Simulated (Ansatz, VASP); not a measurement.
# PtSe2 (Sudovikovite): VASP beside Ansatz

One calculation is typed for both programs; each brings its own data sets. How far apart do they land? The cell is taken from a series of runs on this material, whose earlier steps may have relaxed, scaled, displaced or heated it; both programs get it as it stands.

Calculated with Ansatz 0.2.0; plane waves, with VASP 6.6.1 beside it; relaxation of cell and atoms at PBE and zone-centre phonons at PBE.

## (1) Set-up

It takes space group P-3m1 (No. 164, trigonal). The conventional cell has a = 3.752 Å, b = 3.752 Å, c = 6.504 Å, α = 90.00°, β = 90.00°, γ = 120.00°. Pt has 6 Se at 2.53 Å nearest. Nearest to Se lie 3 Pt at 2.53 Å. Farther neighbours and most contacts between anions are not listed.

Structure file:

```cif
data_structure
_symmetry_space_group_name_H-M 'P-3m1'
_symmetry_Int_Tables_number 164
_cell_length_a 3.7517
_cell_length_b 3.7517
_cell_length_c 6.5035
_cell_angle_alpha 90.000
_cell_angle_beta 90.000
_cell_angle_gamma 120.000
_cell_volume 79.28
loop_
_atom_site_label
_atom_site_type_symbol
_atom_site_symmetry_multiplicity
_atom_site_Wyckoff_symbol
_atom_site_fract_x
_atom_site_fract_y
_atom_site_fract_z
_atom_site_occupancy
Pt1 Pt 1 a 0.00000 0.00000 0.00000 1
Se1 Se 2 d 0.33333 0.66667 0.20090 1
```

## (2) Ansatz: relaxation of cell and atoms, PBE

Ansatz runs on its PAW soft_1 files.

The relaxed volume is the usual yardstick between codes: in a stiff, nearly cubic crystal its relative difference is about their pressure difference at one cell divided by the bulk modulus.

Contents of input.yaml:

```yaml
crystal:
  lattice:
    - [3.7517261562, 0.0, 0.0]
    - [-1.8758630781, 3.2490901593, 0.0]
    - [0.0, 0.0, 6.5035316148]
  atoms:
    - { symbol: Pt, position: [0.0, 0.0, 0.0] }
    - { symbol: Se, position: [0.3333333333, 0.6666666667, 0.2008962404] }
    - { symbol: Se, position: [0.6666666667, 0.3333333333, 0.7991037596] }
kpoints:
  mp_grid: { grid: [9, 9, 4] }
hamiltonian:
  xc: pbe
  pseudopotentials: { kind: paw, azcp: { folder: soft_1 } }
scf:
  occupations: { method: gaussian, width: 0.02 }
output:
  forces: true
  stress: true
  eigenvalues: true
relax:
  adjacent_minimum: "off"
  f_tol: 0.005
  max_steps: 80
  cell: { stress_tol: 0.05 }
```

The run is started by

```bash
ansatz run input.yaml --threads 4 --pin off --max-ram 8192MiB --backend cpu --events-out ev --progress --plain --runs-dir out
```

Numbers of over 12 decimals in the logs are rounded to 6 here.

Log:

```text
Engine: ansatz 0.2.0, x86_64-unknown-linux-gnu
Pseudopotentials: kind: paw
Pseudopotential: Pt, paw, valence charge 18, recommended cutoff 420 eV (normal), soft_1/Pt.paw.azcp
Pseudopotential: Se, paw, valence charge 16, recommended cutoff 420 eV (normal), soft_1/Se.paw.azcp
Functional definition: PBE
  parameter kappa = 0.804
  parameter beta = 0.066725
  exchange = pbe_x(kappa = kappa, mu = beta*pi^2/3)
  correlation = pbe_c(beta = beta)
Crystal: 3 atoms, lattice volume = 79.276 Å³
Basis set: ecut = 420 eV, 1581 PW (Γ), exchange–correlation on 54×54×90 points (8 copies of the dense FFT grid, shifted against one another)
Bands: 30, of which v1, the nominal top of the filled ones, is band 25 counted from 1 (24 counted from 0)
Symmetry: 12 space group operations
Space group: P-3m1 (ITA 164), of the structure as read, at distance tolerance 4.3e-5 Å
k-points: 43 of 324
Non-local potential: Pt, projectors of the file, l = 0: 3, l = 1: 2, l = 2: 2, l = 3: 1
Non-local potential: Se, projectors of the file, l = 0: 2, l = 1: 2, l = 2: 3, l = 3: 1
PAW form: soft (Blöchl's): semilocal exchange-correlation on the pseudo side does not see the compensation charge
PAW one-centre angular grid: Pt, 590 points (default); XC on 64 Gauss nodes
PAW one-centre angular grid: Se, 590 points (default); XC on 64 Gauss nodes
Initial density: superposition of atomic densities (chi_scale 0.1, normalization cell, long waves kept (reshape's long-wave potential 0.06 eV rms))
Initial wavefunctions: pseudopotential atomic-orbital guess
Functional: x = pbe(κ = 0.804, μ = 0.219515), c = pbe(β = 0.066725)
SCF iter   1: F=—  HF=-23464.276703 eV  |F-HF|=—  |Δ(HF+E_count)|=         —  Δρ=4.62e-2  dr2=8.88e-1  ethr=3.10e-3  ⟨swp⟩=6.2  Hψ=4965  notcnv=0
preconditioner: auto → Resta (q_TF=auto, 2.527 Å⁻¹)  ε∞=5.1  [insulator: Δε(μ)=1.052 eV  Ē_g=9.627 eV  σ=0.020 eV  W_gap=1.00  n_scr=22 (ndim 8)  ℏωp=19.6 eV  f_vac=0.217  D(μ)=0.00/eV (n_scr^D=0)  ε∞_Penn≈5.1]
SCF iter   2: F=—  HF=-23464.130818 eV  |F-HF|=—  |Δ(HF+E_count)|=   1.46e-1  Δρ=2.16e-2  dr2=2.73e-1  ethr=1.78e-3  ⟨swp⟩=2.0  Hψ=1944  notcnv=0  defer=42
SCF iter   3: F=—  HF=-23464.089357 eV  |F-HF|=—  |Δ(HF+E_count)|=   4.15e-2  Δρ=1.11e-2  dr2=5.95e-2  ethr=5.45e-4  ⟨swp⟩=2.1  Hψ=1507  notcnv=0  defer=43
SCF iter   4: F=—  HF=-23464.080305 eV  |F-HF|=—  |Δ(HF+E_count)|=   9.05e-3  Δρ=1.20e-3  dr2=1.80e-3  ethr=1.19e-4  ⟨swp⟩=2.1  Hψ=1839  notcnv=0  defer=43
SCF iter   5: F=—  HF=-23464.080878 eV  |F-HF|=—  |Δ(HF+E_count)|=   5.73e-4  Δρ=6.38e-4  dr2=6.04e-4  ethr=3.60e-6  ⟨swp⟩=2.0  Hψ=2326  notcnv=0  defer=43
SCF iter   6: F=—  HF=-23464.081177 eV  |F-HF|=—  |Δ(HF+E_count)|=   2.99e-4  Δρ=1.94e-4  dr2=5.37e-5  ethr=1.21e-6  ⟨swp⟩=2.0  Hψ=2322  notcnv=0  defer=43
SCF iter   7: F=—  HF=-23464.081277 eV  |F-HF|=—  |Δ(HF+E_count)|=   9.98e-5  Δρ=5.83e-5  dr2=3.11e-6  ethr=1.07e-7  ⟨swp⟩=2.0  Hψ=1885  notcnv=0  defer=43
SCF iter   8: F=—  HF=-23464.081284 eV  |F-HF|=—  |Δ(HF+E_count)|=   7.57e-6  Δρ=1.30e-5  dr2=3.46e-7  ethr=6.23e-9  ⟨swp⟩=2.3  Hψ=1731  notcnv=0  defer=43
SCF iter   9: F=-23464.081285 eV  HF=-23464.081285 eV  |F-HF|=7.04e-8  |Δ(HF+E_count)|=   7.07e-7  Δρ=5.74e-6  dr2=4.41e-8  ethr=2.00e-10  ⟨swp⟩=10.9  Hψ=5944  notcnv=0
SCF 1 converged in 9 iterations: F = -23464.081285 eV  dr2 = 4.41e-8
  greatest PAW one-centre occupation: 1.000 electrons in one spin orbital (limit 2), on the Pt atom at site 0 (counted from 0), in its partial waves of l = 0
relax step   1: F+E_penalty+E_count = -23464.08128490 eV  Δ(F+E_penalty+E_count) = +0.000e0 eV  max|allowed force component| = 1.781e-4 eV/Å  Δτ_max = 0.0000 Å  P = -0.007 GPa  Ω = 79.276 Å³  (9 SCF iters, dr2 threshold 1.00e-7 eV, accepted)
Initial density: handed on by an earlier stage of this run
Initial wavefunctions: pseudopotential atomic-orbital guess (no wavefunctions were taken with the density)
iter 1 solved again at ethr=1.52e-7 eV; its pass at ethr=3.10e-3 eV (dr2=7.59e-5 eV) is discarded
SCF iter   1: F=—  HF=-23464.081279 eV  |F-HF|=—  |Δ(HF+E_count)|=         —  Δρ=5.93e-6  dr2=4.29e-8  ethr=1.52e-7  ⟨swp⟩=3.8  Hψ=8804  notcnv=0
preconditioner: auto → Resta (q_TF=auto, 2.527 Å⁻¹)  ε∞=5.2  [insulator: Δε(μ)=0.904 eV  Ē_g=9.600 eV  σ=0.020 eV  W_gap=1.00  n_scr=22 (ndim 8)  ℏωp=19.6 eV  f_vac=0.241  D(μ)=0.00/eV (n_scr^D=0)  ε∞_Penn≈5.2]
SCF iter   2: F=—  HF=-23464.081285 eV  |F-HF|=—  |Δ(HF+E_count)|=   5.65e-6  Δρ=3.88e-6  dr2=2.37e-8  ethr=8.59e-11  ⟨swp⟩=3.0  Hψ=2645  notcnv=0
SCF iter   3: F=—  HF=-23464.081285 eV  |F-HF|=—  |Δ(HF+E_count)|=   4.16e-8  Δρ=2.03e-6  dr2=6.78e-9  ethr=4.74e-11  ⟨swp⟩=2.0  Hψ=1724  notcnv=0
SCF iter   4: F=—  HF=-23464.081285 eV  |F-HF|=—  |Δ(HF+E_count)|=   9.59e-9  Δρ=1.04e-6  dr2=1.18e-9  ethr=1.36e-11  ⟨swp⟩=2.2  Hψ=2121  notcnv=0
SCF iter   5: F=—  HF=-23464.081285 eV  |F-HF|=—  |Δ(HF+E_count)|=  2.18e-10  Δρ=3.64e-7  dr2=1.17e-10  ethr=2.37e-12  ⟨swp⟩=2.0  Hψ=1619  notcnv=0
SCF iter   6: F=-23464.081285 eV  HF=-23464.081285 eV  |F-HF|=1.46e-11  |Δ(HF+E_count)|=  8.73e-11  Δρ=8.64e-8  dr2=8.97e-12  ethr=1.00e-12  ⟨swp⟩=6.2  Hψ=6153  notcnv=0
SCF 2 converged in 6 iterations: F = -23464.081285 eV  dr2 = 8.97e-12
relax step   2: F+E_penalty+E_count = -23464.08128492 eV  Δ(F+E_penalty+E_count) = -2.011e-8 eV  max|allowed force component| = 1.347e-4 eV/Å  Δτ_max = 0.0000 Å  P = -0.007 GPa  Ω = 79.276 Å³  stress off target by 7.33e-3 GPa  SCF on the basis re-selected at this cell (its energy is not comparable with the rows above)  (6 SCF iters)
basis re-selected at this cell: Δ(F+E_penalty+E_count) = -2.011e-8 eV, ΔP = -0.000 GPa vs the last step (what re-selecting the basis moved, of the pressure what is left beyond the Pulay correction that the steps carried, after the strain that the cell walked since its last selection, with what the two solves' SCF thresholds leave and, on support functions, any second-order correction that the steps lacked; it is no m [...]
SCF converged after 6 iterations
Free energy (F): -23464.081285 eV
Harris-Foulkes:  -23464.081285 eV  (|F-HF|=1.46e-11)
Internal energy: -23464.081285 eV  (E = F + TS)
E sigma→0 (E₀):  -23464.081285 eV
Fermi energy:    8.479978 eV
--- Per-component energies (eV) ---
  E_band       = -1174.113187
  E_kinetic    = 815.464408
  E_local      = -9686.578454  (includes V_loc(G=0)·N_el)
  E_nonlocal   = -504.435659
  E_hartree    = 4673.797624
  E_xc         = -401.734697
  E_vxc        = -451.049143  (∫ρ·V_xc dr)
  E_paw        = -13744.492458  (= ΣΔE_a)
  E_vpaw       = -695.109846  (= ΣTr[D̂ρ^β])
  E_aug_tail   = 0.000365  (compensation charges beyond the density's cutoff)
  E_ewald      = -4616.102415
  E_smearing   = -0.000000  (= −TS)
  E_closure    = 0.000000  (closes the sum)
  Σ components = -23464.081285   (vs F -23464.081285, Δ=0.00e0)
--- Forces (eV/Å), atoms counted from 1 ---
  atom   1  Pt     0.00000000    -0.00000000     0.00000000
  atom   2  Se    -0.00000000     0.00000000     0.00013473
  atom   3  Se     0.00000000    -0.00000000    -0.00013473
  max |Σ_I F_I| component: 5.78e-19 eV/Å
--- Stress (GPa, compression-positive) ---
       -0.007333      -0.000000      -0.000000
       -0.000000      -0.007333       0.000000
       -0.000000       0.000000      -0.005330
  P = ⅓ Tr σ = -0.0067 GPa (-0.067 kbar)
--- Band table (eV; the first three rows and the last of 43) ---
  k-point 0: bands = [... 21 lower, 6.3983, 7.7300, 7.7300, 7.7841, 10.6331, 10.6331, 12.1713, 13.2016, ... 1 higher]
  k-point 1: bands = [... 21 lower, 6.4415, 7.3093, 7.7150, 7.7150, 10.6684, 10.6684, 12.8249, 13.2966, ... 1 higher]
  k-point 2: bands = [... 21 lower, 6.6566, 6.6990, 7.7002, 7.7002, 10.7038, 10.7038, 13.2741, 13.8293, ... 1 higher]
  k-point 42: bands = [... 21 lower, 5.2783, 5.4865, 6.7125, 6.7125, 9.7768, 9.7768, 14.2961, 15.3189, ... 1 higher]
--- Relaxed structure (1 steps of the walk, 1 accepted, 1 SCFs on fresh bases) ---
  F+E_penalty+E_count = -23464.08128492 eV   max|allowed force component| = 1.347e-4 eV/Å   (the final SCF, on the basis selected at the relaxed cell)
  cell:  # Å, volume = 79.2761 Å³
    - [3.751726, 0.0, 0.0]
    - [-1.875863, 3.249090, 0.0]
    - [0.0, 0.0, 6.5035316148]
  atoms:
    - { symbol: Pt, position: [0.0, 0.0, 0.0] }
    - { symbol: Se, position: [0.333333, 0.666667, 0.2008962404] }
    - { symbol: Se, position: [0.666667, 0.333333, 0.799104] }
```

Reading the cycles: dr2 is the Hartree energy of the density residual (eV), the measure of convergence; HF is the Harris–Foulkes estimate of the energy, which meets the free energy F at convergence.

## (3) VASP: relaxation of cell and atoms, PBE

The same cell, functional, mesh and smearing now go to VASP, with its own data sets.

Lines of VASP's logs that name or quote its potential files are left out, and so is its time.

Contents of INCAR:

```
SYSTEM = PtSe2
PREC = Accurate
ENCUT = 500
EDIFF = 1E-07
NELM = 120
ISMEAR = 0
SIGMA = 0.02
LREAL = .FALSE.
ALGO = Normal
GGA = PE
NBANDS = 17
LASPH = .TRUE.
LORBIT = 11
LWAVE = .FALSE.
LCHARG = .FALSE.
ISIF = 3
IBRION = 2
NSW = 80
EDIFFG = -0.005
GGA_COMPAT = .FALSE.
NELMIN = 4
EFERMI = MIDGAP
KPAR = 2
```

Contents of POSCAR:

```
PtSe2
1.0
    3.7517260000      0.0000000000      0.0000000000
   -1.8758630000      3.2490900000      0.0000000000
    0.0000000000      0.0000000000      6.5035320000
Pt Se
1 2
Direct
    0.0000000000      0.0000000000      0.0000000000
    0.3333333333      0.6666666667      0.2008962207
    0.6666666667      0.3333333333      0.7991037793
```

Contents of KPOINTS:

```
Automatic mesh
0
Gamma
9 9 4
0 0 0
```

PAW data sets: Pt and Se (PBE family, release 64).

The run is started by

```bash
mpirun -np 2 vasp_std
```

Log:

```text
[banner, memory and clock lines left out]
running    2 mpi-ranks, on    1 nodes
 distrk:  each k-point on    1 cores,    2 groups
 distr:  one band on    1 cores,    1 groups

 POSCAR found type information on POSCAR PtSe
 POSCAR found :  2 types and       3 ions
 LDA part: xc-table for (Slater+PW92), standard interpolation
 POSCAR, INCAR and KPOINTS ok, starting setup
 FFT: planning ... GRIDC
 FFT: planning ... GRID_SOFT
 FFT: planning ... GRID
 WAVECAR not read
 entering main loop
       N       E                     dE             d eps       ncg     rms          rms(c)
DAV:   1     0.113579832797E+03    0.11358E+03   -0.94048E+03  1462   0.106E+03
DAV:   2    -0.950295312923E+01   -0.12308E+03   -0.11901E+03  1857   0.208E+02
DAV:   3    -0.150973159581E+02   -0.55944E+01   -0.55651E+01  1763   0.468E+01
DAV:   4    -0.151520580041E+02   -0.54742E-01   -0.54724E-01  1901   0.489E+00
DAV:   5    -0.151528576321E+02   -0.79963E-03   -0.79958E-03  1771   0.558E-01    0.119E+01
DAV:   6    -0.145295305480E+02    0.62333E+00   -0.45602E+00  1500   0.203E+01    0.679E+00
DAV:   7    -0.143213058550E+02    0.20822E+00   -0.91103E-01  1503   0.955E+00    0.347E+00
DAV:   8    -0.143057480567E+02    0.15558E-01   -0.63371E-02  1769   0.173E+00    0.771E-01
DAV:   9    -0.143024748440E+02    0.32732E-02   -0.10409E-02  1593   0.103E+00    0.202E-01
DAV:  10    -0.143028157045E+02   -0.34086E-03   -0.18895E-03  1626   0.267E-01    0.565E-02
DAV:  11    -0.143028310993E+02   -0.15395E-04   -0.81118E-05  1893   0.792E-02    0.304E-02
DAV:  12    -0.143028378627E+02   -0.67635E-05   -0.24232E-05  1559   0.355E-02    0.415E-03
DAV:  13    -0.143028385696E+02   -0.70682E-06   -0.25302E-06  1956   0.104E-02    0.175E-03
DAV:  14    -0.143028388908E+02   -0.32121E-06   -0.27132E-07  1481   0.351E-03    0.104E-03
DAV:  15    -0.143028390247E+02   -0.13394E-06   -0.60850E-08  1318   0.167E-03    0.299E-04
DAV:  16    -0.143028390383E+02   -0.13628E-07   -0.81754E-09  1046   0.815E-04
   1 F= -.14302839E+02 E0= -.14302839E+02  d E =-.143028E+02
[...]
2 F= -.14302838E+02 E0= -.14302838E+02  d E =0.910201E-06
[...]
3 F= -.14302845E+02 E0= -.14302845E+02  d E =-.550910E-05
 curvature:  -0.21 expect dE=-0.558E-06 dE for cont linesearch -0.837E-07
 ZBRENT: interpolating
 opt :   0.4457  next Energy=   -14.302845 (dE=-0.560E-05)
 bond charge predicted
       N       E                     dE             d eps       ncg     rms          rms(c)
DAV:   1    -0.143028451751E+02   -0.59551E-06   -0.10866E-05  1512   0.277E-02    0.454E-03
DAV:   2    -0.143028446905E+02    0.48460E-06   -0.19376E-06  1510   0.144E-02    0.243E-03
DAV:   3    -0.143028445539E+02    0.13660E-06   -0.16747E-07   910   0.434E-03    0.109E-03
DAV:   4    -0.143028444681E+02    0.85774E-07   -0.12016E-07   751   0.182E-03
   4 F= -.14302844E+02 E0= -.14302844E+02  d E =-.542980E-05
 curvature:  -0.22 expect dE=-0.392E-06 dE for cont linesearch -0.182E-07
 trial: gam= 0.15157 g(F)=  0.170E-05 g(S)=  0.582E-07 ort =-0.128E-05 (trialstep = 0.889E+00)
 search vector abs. value=  0.183E-05
 reached required accuracy - stopping structural energy minimisation
```

Parts of OUTCAR (step 3):

```text
ion  position               nearest neighbor table
   1  0.000  0.000  0.000-   2 2.53   3 2.53   3 2.53   2 2.53   3 2.53   2 2.53
   2  0.333  0.667  0.201-   1 2.53   1 2.53   1 2.53
   3  0.667  0.333  0.799-   1 2.53   1 2.53   1 2.53

  LATTYP: Found a hexagonal cell.
 ALAT       =     3.7517260000
 C/A-ratio  =     1.7334773382

 Subroutine GETGRP returns: Found 12 space group operations
 (whereof 12 operations were pure point group operations)

The static configuration has the point symmetry D_3d.

 Found     43 irreducible k-points:

   k-points           NKPTS =     43   k-points in BZ     NKDIM =     43   number of bands    NBANDS=     17

   dimension x,y,z NGX =    28 NGY =   28 NGZ =   48
   dimension x,y,z NGXF=    56 NGYF=   56 NGZF=   96

   ENCUT  =  500.0 eV  36.75 Ry    6.06 a.u.   6.84  6.84 11.86*2*pi/ulx,y,z

   NELECT =      22.0000    total number of electrons

 k-points in reciprocal lattice and weights: Automatic mesh
   0.00000000  0.00000000  0.00000000       0.003
   0.11111111 -0.00000000  0.00000000       0.019
   0.22222222  0.00000000  0.00000000       0.019
   0.33333333 -0.00000000  0.00000000       0.019
   0.44444444  0.00000000  0.00000000       0.019
   0.11111111  0.11111111  0.00000000       0.019
   0.22222222  0.11111111  0.00000000       0.037
   0.33333333  0.11111111  0.00000000       0.037
   0.44444444  0.11111111  0.00000000       0.019
[...]
0.33333333  0.22222222  0.50000000       0.037
   0.33333333  0.33333333  0.50000000       0.006

 average (electrostatic) potential at core
       1 -71.2739       2 -55.2567       3 -55.2567

 E-fermi :   3.5357

 k-point     1 :       0.0000    0.0000    0.0000
  band No.  band energies     occupation
    ...
      7       0.0164      2.00000
      8       1.4552      2.00000
      9       2.7898      2.00000
     10       2.7898      2.00000
     11       2.8402      2.00000
     12       5.6903      0.00000
     13       5.6903      0.00000
     14       7.2341      0.00000
     15       8.2579      0.00000
     16      11.1641      0.00000
    ...

 k-point     2 :       0.1111   -0.0000    0.0000
  band No.  band energies     occupation
    ...
      7      -0.0738      2.00000
      8       1.1318      2.00000
      9       2.5753      2.00000
     10       2.7738      2.00000
     11       2.9951      2.00000
     12       4.9695      0.00000
     13       5.5331      0.00000
     14       7.9032      0.00000
     15       8.9798      0.00000
     16      10.4746      0.00000
    ...

 k-point     3 :       0.2222    0.0000    0.0000
  band No.  band energies     occupation
    ...
      7      -0.2036      2.00000
      8       0.6734      2.00000
      9       2.2358      2.00000
     10       2.5277      2.00000
     11       2.8578      2.00000
     12       4.3582      0.00000
     13       5.3708      0.00000
     14       8.6810      0.00000
     15       9.1536      0.00000
     16      10.8742      0.00000
    ...

  Total        0.0004385      0.0004385      0.0017992      0.0000000      0.0000000      0.0000000
  in kB        0.0088651      0.0088651      0.0363774      0.0000000      0.0000000      0.0000000
  external PRESSURE =       0.0180359 kB  Pullay stress =       0.0000000 kB

  energy-cutoff  :      500.00
  volume of cell :       79.24
      direct lattice vectors                 reciprocal lattice vectors
     3.751109887  0.000000000  0.000000000     0.266587765  0.153914519 -0.000000000
    -1.875554943  3.248556430 -0.000000000    -0.000000000  0.307829038 -0.000000000
     0.000000000  0.000000000  6.502899847    -0.000000000  0.000000000  0.153777549

 POSITION                                       TOTAL-FORCE (eV/Angst)
 -----------------------------------------------------------------------------------
      0.00000      0.00000      0.00000         0.000000      0.000000      0.000000
     -0.00000      2.16570      1.30638         0.000000      0.000000      0.004196
      1.87555      1.08285      5.19652        -0.000000     -0.000000     -0.004196
 -----------------------------------------------------------------------------------
    total drift:                               -0.000000     -0.000000     -0.000000

  FREE ENERGIE OF THE ION-ELECTRON SYSTEM (eV)
  ---------------------------------------------------
  free  energy   TOTEN  =       -14.3028444681 eV

  energy  without entropy=      -14.3028444681  energy(sigma->0) =      -14.30284447

 reached required accuracy - stopping structural energy minimisation

 total charge
# of ion       s       p       d       tot
------------------------------------------
    1        0.669   0.680   7.985   9.334
    2        1.478   2.238   0.055   3.771
    3        1.478   2.238   0.055   3.771
--------------------------------------------------
tot          3.625   5.157   8.095  16.876

[... 3 further parts left out ...]
```

The run keeps the 12 symmetry operations of its start, so it cannot find a distortion of lower symmetry.

## (4) Side by side

Known differences besides the potentials themselves: the data sets hold 50 valence electrons in Ansatz (on its PAW soft_1 files) and 22 in VASP; the cutoff is 420 eV in Ansatz and 500 eV in VASP; Ansatz adds a Pulay correction to the stress that steers its cell, VASP none. Total energies have different zeros and are not compared.

The two programs side by side:

```tsv
quantity	Ansatz	VASP	difference
volume (Å³)	79.28	79.24	+0.04 %
edge a after relaxation, in the typed setting (Å)	3.752	3.751	+0.02 %
edge c after relaxation, in the typed setting (Å)	6.503	6.503	+0.01 %
```

(Part 1 of 2 ends here.)

[Lines on the potential files, build, host, timing and source positions are cut from VASP's logs without a mark.]

[Logs are printed without paths, hosts, clocks, repeated set-up lines and the standing remarks that a program may print on its own settings, such as how far it seeks lower states.]

[Hosts, paths, dates, database ids (printed as entryN), source tags and the programs' standing remarks are cut or masked in the printed files.]
